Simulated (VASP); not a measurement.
Write the native input for VASP 6.6.1 that does the following.

* Task: relaxation of cell and atoms
* Functional: PBE
* Potentials or basis: VASP PAW PBE potentials, release 64 (Si, P)
* Cutoff: 520 eV
* k mesh: 9 × 9 × 9
* Occupations: gaussian, width 0.15 eV
* Spin: no spin polarisation
* Further INCAR settings: PREC = Normal; ALGO = Fast; EDIFF = 0.0001; IBRION = 2; EDIFFG = -0.08; NSW = 24; ISIF = 3

The structure of Si2P lies in POSCAR:

```
Si2P
1.0
   -1.6500000000      1.6500000000      4.4000000000
    1.6500000000     -1.6500000000      4.4000000000
    1.6500000000      1.6500000000     -4.4000000000
Si P
2 1
Direct
    0.3333000000      0.3333000000      0.0000000000
    0.6667000000      0.6667000000      0.0000000000
    0.0000000000      0.0000000000      0.0000000000
```

The cell was built by a generator and needn't be a form met in nature.

One way to write it, as run:

INCAR

```
SYSTEM = Si2P
  PREC = Normal
  ENCUT = 520
  EDIFF = 1E-4
  ISMEAR = 0
  SIGMA = 0.15
  LREAL = .False.
  LASPH = .True.
  NELM = 60
  ALGO = Fast
  ISIF = 3
  LWAVE = .False.
  LCHARG = .False.
  GGA = PE
  IBRION = 2
  NSW = 24
  EDIFFG = -0.08
```

KPOINTS

```
regular mesh
0
Gamma
  9 9 9
  0 0 0
```

Potentials or basis: VASP PAW PBE potentials, release 64 (Si, P).

Launch:

```bash
$ cat potpaw_PBE.64/Si/POTCAR potpaw_PBE.64/P/POTCAR > POTCAR
$ mpirun -np 1 vasp_std > vasp.out
```

Results of the run:

The relaxed volume is 14.47 Å³/atom, the relaxed cell is a = 5.076 Å, b = 5.076 Å, c = 5.076 Å, α = 144.71°, β = 144.71°, γ = 50.77° and the space group after relaxing (to 0.05 Å) is I4/mmm (No. 139). The energy gained by relaxing is 77.9 meV/atom and the ionic steps are 10. The pressure after relaxing is -0.2 GPa and the largest force after relaxing is 0.013 eV/Å. The band gap on the k mesh is none (metal or under the smearing width).

Caveat: the relaxation stopped at a loose force limit of 0.08 eV/Å, so its end isn't a converged minimum.

It took 51 s on 1 thread of AMD EPYC 9R45 96-Core Processor (Zen 5), with other jobs on the host, peak memory 0.14 GiB.
